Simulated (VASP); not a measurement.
```xyz
4
Lattice="1.2770 -2.2119 0.0000 1.2770 2.2119 0.0000 0.0000 0.0000 6.7932" Properties=species:S:1:pos:R:3 pbc="T T T"
B      1.2770     0.7373     1.6983
B      1.2770    -0.7373     5.0949
N      1.2770    -0.7373     1.6983
N      1.2770     0.7373     5.0949
```
Cell charge -0.1.

All values below come from PBE GGA, VASP's PBE PAW potentials (set 64) (plane waves; VASP). Run with NELECT = 16.1, 520 eV cut-off, 9×9×3 Γ-centred mesh, Gaussian smearing of 0.050 eV, potentials B N.

The cell is charged, with a uniform compensating background.

Problem. Give the stress tensor in GPa (positive for a compressed cell).

Solution. 
```
-12.00    0.00    0.00
  0.00  -12.00    0.00
  0.00    0.00    4.74
```
The pressure is its mean diagonal, -6.42 GPa.

The compound is BN in the hex structure. The cell was not relaxed at this level. The k-mesh is coarse (spacing up to 0.32 per Å, 2π included), so the numbers may not be converged in it. The run is one of a series of settings (NELECT = 16.1 against the base run), some of them coarse on purpose.
